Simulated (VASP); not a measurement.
Si3Bi2Te3:

```
CELL_PARAMETERS angstrom
4.42505 0.00000 0.00000
0.00000 4.42505 0.00000
0.00000 0.00000 9.99696
ATOMIC_POSITIONS crystal
Si 0.00000 0.00000 0.50000
Si 0.00000 0.00000 0.00000
Si 0.50000 0.50000 0.50000
Bi 0.50000 0.00000 0.74962
Bi 0.00000 0.50000 0.25038
Te 0.00000 0.50000 0.75254
Te 0.50000 0.00000 0.24746
Te 0.50000 0.50000 0.00000
```

The cell was built by a generator and needn't be a form met in nature.

| Property | Result |
| --- | --- |
| Program | VASP 6.6.1 |
| Task | relaxation of cell and atoms |
| Functional | PBE |
| Potentials or basis | VASP PAW PBE potentials, release 64 (Si, Bi_d, Te) |
| Cutoff | 520 eV |
| k mesh | 3 × 3 × 2 |
| Occupations | gaussian, width 0.15 eV |
| Spin | no spin polarisation |

At the start: pressure 2.8 GPa; volume 24.47 Å³/atom.

Question: Where does the relaxation end?

Answer: Over 15 steps the energy falls by 138.4 meV/atom and the volume is 26.97 Å³/atom (+10.2 %); space group P-4m2 (No. 115, to 0.05 Å).

Step by step:
```
step  energy change (eV)  largest force (eV/Å)  pressure (GPa)  volume (Å³)
   1              0.0000                0.9074            2.85       195.75
   2             -0.1875                0.7933           -1.37       208.28
   3             -0.1878                0.8659           -1.29       207.57
   4             -0.3059                0.7752           -0.86       205.76
   5             -0.5033                0.5592            0.58       200.29
   6             -0.6314                0.4842            0.49       201.50
   7             -0.7552                0.4490            0.71       202.99
   8             -0.9097                0.5979            1.81       205.77
   9             -0.9923                0.3067           -1.40       223.76
  10             -1.0085                0.3841           -0.81       218.43
  11             -1.0574                0.2760           -0.11       218.05
  12             -1.0593                0.2584            0.02       217.96
  13             -1.0753                0.2080           -0.10       218.14
  14             -1.0992                0.0630           -0.58       218.67
  15             -1.1072                0.0451           -0.01       215.79
```

Final structure:
```yaml
crystal:
  lattice:
    - [4.47024, 0.00000, 0.00000]
    - [0.00000, 4.47024, 0.00000]
    - [0.00000, 0.00000, 10.79845]
  atoms:
    - { symbol: Si, position: [0.00000, 0.00000, 0.50000] }
    - { symbol: Si, position: [0.00000, 0.00000, 0.00000] }
    - { symbol: Si, position: [0.50000, 0.50000, 0.50000] }
    - { symbol: Bi, position: [0.50000, 0.00000, 0.67334] }
    - { symbol: Bi, position: [0.00000, 0.50000, 0.32666] }
    - { symbol: Te, position: [0.00000, 0.50000, 0.75242] }
    - { symbol: Te, position: [0.50000, 0.00000, 0.24758] }
    - { symbol: Te, position: [0.50000, 0.50000, 0.00000] }
```

Caveat: the k mesh is coarse (spacing up to 0.47 Å⁻¹), so the values aren't converged.
